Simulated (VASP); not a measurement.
Output of a VASP run:

### OUTCAR
```
 ion  position               nearest neighbor table
   1  0.000  0.000  0.000-   2 2.00   2 2.00   2 2.00   2 2.00
   2  0.250  0.250  0.250-   1 2.00   1 2.00   1 2.00   1 2.00
  LATTYP: Found a face centered cubic cell.
 ALAT       =     4.6104000000
 Subroutine PRICEL returns:
 Original cell was already a primitive cell.
 Subroutine GETGRP returns: Found 24 space group operations
The static configuration has the point symmetry T_d .
The dynamic configuration has the point symmetry T_d .
 Subroutine INISYM returns: Found 24 space group operations
 Subroutine IBZKPT returns following result:
 Found     56 irreducible k-points:

 Following reciprocal coordinates:
            Coordinates               Weight
  0.000000  0.000000  0.000000      1.000000
  0.090909  0.000000  0.000000      8.000000
  0.181818  0.000000  0.000000      8.000000
  0.272727  0.000000  0.000000      8.000000
  0.363636  0.000000  0.000000      8.000000
  0.454545  0.000000  0.000000      8.000000
  0.090909  0.090909  0.000000      6.000000
  0.181818  0.090909  0.000000     24.000000
  0.272727  0.090909  0.000000     24.000000
  0.363636  0.090909  0.000000     24.000000
  0.454545  0.090909  0.000000     24.000000
 -0.454545  0.090909  0.000000     24.000000
 -0.363636  0.090909  0.000000     24.000000
 -0.272727  0.090909  0.000000     24.000000
 -0.181818  0.090909  0.000000     24.000000
 -0.090909  0.090909  0.000000     12.000000
  0.181818  0.181818  0.000000      6.000000
  0.272727  0.181818  0.000000     24.000000
  0.363636  0.181818  0.000000     24.000000
  0.454545  0.181818  0.000000     24.000000
 -0.454545  0.181818  0.000000     24.000000
 -0.363636  0.181818  0.000000     24.000000
 -0.272727  0.181818  0.000000     24.000000
 -0.181818  0.181818  0.000000     12.000000
  0.272727  0.272727  0.000000      6.000000
  0.363636  0.272727  0.000000     24.000000
  0.454545  0.272727  0.000000     24.000000
 -0.454545  0.272727  0.000000     24.000000
 -0.363636  0.272727  0.000000     24.000000
 -0.272727  0.272727  0.000000     12.000000
  0.363636  0.363636  0.000000      6.000000
  0.454545  0.363636  0.000000     24.000000
 -0.454545  0.363636  0.000000     24.000000
 -0.363636  0.363636  0.000000     12.000000
  0.454545  0.454545  0.000000      6.000000
 -0.454545  0.454545  0.000000     12.000000
  0.272727  0.181818  0.090909     24.000000
  0.363636  0.181818  0.090909     48.000000
  0.454545  0.181818  0.090909     48.000000
 -0.454545  0.181818  0.090909     48.000000
   k-points           NKPTS =     56   k-points in BZ     NKDIM =     56   number of bands    NBANDS=     13
   number of dos      NEDOS =    301   number of ions     NIONS =      2
   total plane-waves  NPLWV =  13824
   dimension x,y,z NGX =    24 NGY =   24 NGZ =   24
   dimension x,y,z NGXF=    48 NGYF=   48 NGZF=   48
   ions per type =               1   1
   PREC   = accura    normal or accurate (medium, high low for compatibility)
   ISTART =      0    job   : 0-new  1-cont  2-samecut
   ICHARG =      2    charge: 1-file 2-atom 10-const
   ISPIN  =      1    spin polarized calculation?
   LNONCOLLINEAR =      F non collinear calculations
   LSORBIT =      F    spin-orbit coupling
   INIWAV =      1    electr: 0-lowe 1-rand  2-diag
   ENCUT  =  520.0 eV  38.22 Ry    6.18 a.u.   6.06  6.06  6.06*2*pi/ulx,y,z
   NELM   =    100;   NELMIN=  2; NELMDL= -5     # of ELM steps
   EDIFF  = 0.1E-05   stopping-criterion for ELM
   LREAL  =      F    real-space projection
   NLSPLINE    = F    spline interpolate recip. space projectors
   LMAXMIX     =    4 max onsite mixed and CHGCAR
   VOSKOWN=      0    Vosko Wilk Nusair interpolation
   EDIFFG = 0.1E-04   stopping-criterion for IOM
   NSW    =      0    number of steps for IOM
   NBLOCK =      1;   KBLOCK =      1    inner block; outer block
   IBRION =     -1    ionic relax: 0-MD 1-quasi-New 2-CG
...
```

### OSZICAR
```
       N       E                     dE             d eps       ncg     rms          rms(c)
DAV:   1     0.884778262159E+02    0.88478E+02   -0.97109E+03  1528   0.242E+03
DAV:   2    -0.630106331193E+01   -0.94779E+02   -0.89358E+02  1656   0.354E+02
DAV:   3    -0.138991494236E+02   -0.75981E+01   -0.75470E+01  1661   0.899E+01
DAV:   4    -0.140314763041E+02   -0.13233E+00   -0.13221E+00  1746   0.129E+01
DAV:   5    -0.140334654551E+02   -0.19892E-02   -0.19891E-02  1619   0.141E+00    0.749E+00
DAV:   6    -0.121402560321E+02    0.18932E+01   -0.60646E+00  2214   0.464E+01    0.270E+00
DAV:   7    -0.121434029418E+02   -0.31469E-02   -0.32465E-01  1466   0.835E+00    0.175E+00
DAV:   8    -0.121406803872E+02    0.27226E-02   -0.87193E-02  1652   0.429E+00    0.913E-01
DAV:   9    -0.121343678852E+02    0.63125E-02   -0.21420E-02  2186   0.339E+00    0.244E-01
DAV:  10    -0.121348228913E+02   -0.45501E-03   -0.15535E-03  1492   0.547E-01    0.111E-01
DAV:  11    -0.121347409978E+02    0.81893E-04   -0.28362E-04  2164   0.346E-01    0.732E-03
DAV:  12    -0.121347461899E+02   -0.51921E-05   -0.27925E-05  1576   0.679E-02    0.455E-03
DAV:  13    -0.121347461440E+02    0.45854E-07   -0.10967E-06  1152   0.109E-02
   1 F= -.12134746E+02 E0= -.12134746E+02  d E =-.968349E-16
```

### OUTCAR
```
------------------------ aborting loop because EDIFF is reached ----------------------------------------
  FORCE on cell =-STRESS in cart. coord.  units (eV):
  Direction    XX          YY          ZZ          XY          YZ          ZX
  --------------------------------------------------------------------------------------
  Total       -0.9514041     -0.9514041     -0.9514041     -0.0000000      0.0000000     -0.0000000
  in kB      -62.2185325    -62.2185325    -62.2185325     -0.0000000      0.0000000     -0.0000000
  external PRESSURE =     -62.2185325 kB  Pullay stress =       0.0000000 kB
  volume of cell :       24.50
      direct lattice vectors                 reciprocal lattice vectors
     0.000000000  2.305200000  2.305200000    -0.216900920  0.216900920  0.216900920
     2.305200000  0.000000000  2.305200000     0.216900920 -0.216900920  0.216900920
     2.305200000  2.305200000  0.000000000     0.216900920  0.216900920 -0.216900920
  FREE ENERGIE OF THE ION-ELECTRON SYSTEM (eV)
  ---------------------------------------------------
  free  energy   TOTEN  =       -12.1347461440 eV

  energy  without entropy=      -12.1347461440  energy(sigma->0) =      -12.13474614
```
(Selected blocks of OUTCAR.)

**POSCAR**
```
GaN
1
    0.0000000000     2.3052000000     2.3052000000
    2.3052000000     0.0000000000     2.3052000000
    2.3052000000     2.3052000000     0.0000000000
Ga N
1 1
Direct
  0.0000000000   0.0000000000   0.0000000000
  0.2500000000   0.2500000000   0.2500000000
```

Task: Write an INCAR and KPOINTS that could have produced this output.

Result: One answer among several that fit: the input of the run itself, PBE GGA, plane waves, VASP's PBE PAW potentials (set 64).

**INCAR**
```
SYSTEM = GaN
PREC = Accurate
ENCUT = 520
EDIFF = 1E-6
NELM = 100
ALGO = Normal
LREAL = .FALSE.
LASPH = .TRUE.
ISMEAR = 0
SIGMA = 0.05
GGA = PE
LMAXMIX = 4
LWAVE = .FALSE.
LCHARG = .FALSE.
ISIF = 2
```

**KPOINTS**
```
Automatic mesh
0
Gamma
11 11 11
0 0 0
```

POTCAR, in this order: Ga_d N (PBE.64 set). Program: vasp_std.

The compound is GaN in the zinc blende structure, a metastable form; wurtzite is the usual one. The cell was not relaxed at this level. The run is one of a series of settings (KPOINTS 11×11×11 Γ-centred mesh against the base run), some of them coarse on purpose.
